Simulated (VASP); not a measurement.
Write the native input for VASP 6.6.1 that does the following.

```
Task                   : single point
Functional             : PBE
Potentials or basis    : VASP PAW PBE potentials, release 64 (Pt, F)
Cutoff                 : 520 eV
k mesh                 : 7 × 7 × 7
Occupations            : gaussian, width 0.05 eV
Spin                   : no spin polarisation
Hubbard terms          : Pt d U = 6 eV
Further INCAR settings : ALGO = Normal; EDIFF = 1e-06; NBANDS = 19
```

The structure of PtF2 lies in POSCAR:

```
PtF2
1.0
    1.5647742300      0.9034228200      4.7309018300
   -1.5647742300      0.9034228200      4.7309018300
    0.0000000000     -1.8068456500      4.7309018300
Pt F
1 2
Direct
    0.0000000000      0.0000000000      0.0000000000
    0.2520000000      0.2520000000      0.2520000000
    0.7480000000      0.7480000000      0.7480000000
```

The cell was built by a generator and needn't be a form met in nature.

The input as run:

INCAR

```
SYSTEM = PtF2
  PREC = Accurate
  ENCUT = 520
  EDIFF = 1E-6
  ISMEAR = 0
  SIGMA = 0.05
  LREAL = .FALSE.
  LASPH = .TRUE.
  NELM = 60
  ALGO = Normal
  ISIF = 2
  LWAVE = .FALSE.
  LCHARG = .FALSE.
  LMAXMIX = 4
  LDAU = .TRUE.
  LDAUTYPE = 2
  LDAUL = 2 -1
  LDAUU = 6 0
  LDAUJ = 0 0
  LDAUPRINT = 1
  GGA = PE
  NBANDS = 19
```

KPOINTS

```
regular mesh
0
G
  7 7 7
  0 0 0
```

Potentials or basis: VASP PAW PBE potentials, release 64 (Pt, F).

Command:

```bash
$ cat potpaw_PBE.64/Pt/POTCAR potpaw_PBE.64/F/POTCAR > POTCAR
$ mpirun -np 1 vasp_std > vasp.out
```

It gave:

```
Pressure               : 17.5 GPa
Largest force          : 0.525 eV/Å
Band gap on the k mesh : none (metal or under the smearing width)
```

Caveat: U without spin polarisation on a metal has little footing.

Run time: 84 s on 1 thread of AMD EPYC 7R43 64-Core Processor (Zen 3), with other jobs on the host, peak memory 0.2 GiB.
